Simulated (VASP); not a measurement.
An input for Ansatz (written as the equivalent of a VASP run, and not itself run):

Ansatz 0.2 input:
```yaml
crystal:
  lattice:
    - [3.0857958, -1.7701035, -0.1171161]
    - [3.0857958, 1.7701035, -0.1171161]
    - [2.1815886, 0.0000000, 2.8124233]
  atoms:
    - { symbol: As, position: [0.2476874, 0.2476874, 0.2476874] }
    - { symbol: As, position: [0.7523126, 0.7523126, 0.7523126] }
kpoints:
  mp_grid: { grid: [13, 13, 13] }
hamiltonian:
  xc: r2scan
  pseudopotentials: { kind: paw }
scf:
  occupations: { method: methfessel_paxton, width: 0.1 }
  max_iter: 100
relax:
  max_steps: 40
  f_tol: 0.02
  cell: { p_target: 30 }
output: { forces: true, stress: true, eigenvalues: true }
```

Problem. Translate this input to VASP (INCAR, KPOINTS, POSCAR, choice of POTCAR).

Solution. Several could match; the one computed here: 
### POSCAR
```
As
1.0
  3.0857957814  -1.7701034563  -0.1171160968
  3.0857957814   1.7701034563  -0.1171160968
  2.1815885767   0.0000000000   2.8124232992
As
2
direct
  0.2476874224   0.2476874224   0.2476874427
  0.7523125776   0.7523125776   0.7523125573
```

**INCAR**
```
# general
SYSTEM  = As
PREC    = Accurate
ENCUT   = 500
LREAL   = .False.   # projection in real space or not
LASPH   = .True.

# electronic loop
EDIFF   = 1E-6   # SCF stop (eV)
NELM    = 100   # most electronic steps
ALGO    = Normal
LMAXMIX = 4   # l cut-off of mixed one-centre charges
LMIXTAU = .True.

# smearing
ISMEAR  = 1   # Methfessel-Paxton
SIGMA   = 0.1   # width (eV)

# functional
METAGGA = R2SCAN

# ions
IBRION  = 2   # conjugate gradients
NSW     = 40
ISIF    = 3
EDIFFG  = -0.02   # ionic stop
PSTRESS = 300

# output
LWAVE   = .False.
LCHARG  = .False.
```

KPOINTS:
```
K-points
0
Gamma
13 13 13
```

POTCAR, in this order: As (PBE.64 set). Program: vasp_std.

The two are equivalent in intent, not identical: each code has its own PAW files, so the cut-off isn't converted (ENCUT is set for VASP's; basis.ecutwfc is left out, and Ansatz then takes the one that its files recommend); Ansatz stops its SCF on the density residual and VASP on the energy change (EDIFF).

The compound is As in the a7 structure. This run relaxes it under an external pressure of 30 GPa. Symmetry was kept, so distortions that lower it aren't found.
